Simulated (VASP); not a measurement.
# Si2W: relaxation of cell and atoms with PBE

Crystal: Si2W.

```
Si W
1.0
    -1.60737    1.60737    3.90103
     1.60737   -1.60737    3.90103
     1.60737    1.60737   -3.90103
Si W
2 1
Direct
  0.33499 0.33499 0.00000
  0.66501 0.66501 0.00000
  0.00000 0.00000 0.00000
```

The cell is a database's computed one.

| Property | Result |
| --- | --- |
| Program | VASP 6.6.1 |
| Task | relaxation of cell and atoms |
| Functional | PBE |
| Potentials or basis | VASP PAW PBE potentials, release 64 (Si, W_sv) |
| Cutoff | 600 eV |
| k mesh | 18 × 18 × 18 |
| Occupations | gaussian, width 0.1 eV |
| Spin | no spin polarisation |
| Further INCAR settings | ALGO = Normal; EDIFF = 1e-07; IBRION = 2; EDIFFG = -0.005; NSW = 90; ISIF = 3 |

| Quantity | Value |
| --- | --- |
| Relaxed volume | 13.68 Å³/atom |
| Relaxed cell | a = 4.549 Å, b = 4.549 Å, c = 4.549 Å, α = 138.41°, β = 138.41°, γ = 60.27° |
| Space group after relaxing (to 0.05 Å) | I4/mmm (No. 139) |
| Energy gained by relaxing | 3.5 meV/atom |
| Ionic steps | 8 |
| Pressure after relaxing | 0.0 GPa |
| Band gap on the k mesh | none (metal or under the smearing width) |

Forces on the atoms (eV/Å):
```
Si   0.000  0.000 -0.003
Si   0.000  0.000  0.003
W    0.000  0.000  0.000
```

The path:
```tsv
step	energy change (eV)	largest force (eV/Å)	pressure (GPa)	volume (Å³)
1	0.0000	0.1205	4.25	40.32
2	0.0225	0.1317	-6.98	42.43
3	-0.0104	0.0233	-0.09	41.06
4	-0.0104	0.0252	0.00	41.05
5	-0.0104	0.0056	0.05	41.03
6	-0.0104	0.0073	0.05	41.03
7	-0.0104	0.0016	-0.06	41.05
8	-0.0104	0.0026	-0.01	41.04
```

Final structure:
```
Si W
1.0
    -1.61491    1.61491    3.93407
     1.61491   -1.61491    3.93407
     1.61491    1.61491   -3.93407
Si W
2 1
Direct
  0.33458 0.33458 0.00000
  0.66542 0.66542 0.00000
  0.00000 0.00000 0.00000
```

Levels at points of the mesh, in eV from the Fermi level:
| k point | band 9 | band 10 | band 11 | band 12 | band 13 | band 14 |
| --- | --- | --- | --- | --- | --- | --- |
| (0.00, 0.00, 0.00) | -2.80 | -2.80 | 0.60 | 2.64 | 2.98 | 3.03 |
| (0.50, 0.00, 0.00) | -2.75 | -2.71 | -0.42 | 2.65 | 2.75 | 3.90 |
| (0.50, 0.50, 0.00) | -4.96 | -3.19 | -1.76 | 2.73 | 2.91 | 3.06 |
| (0.50, 0.50, 0.50) | -0.85 | -0.85 | -0.49 | -0.49 | 0.77 | 4.44 |

Wall time 22 min on 1 thread of AMD EPYC 9R14 (Zen 4), on a shared host, peak memory 0.48 GiB.

The run has no spin-orbit coupling, so splittings on W are missing.
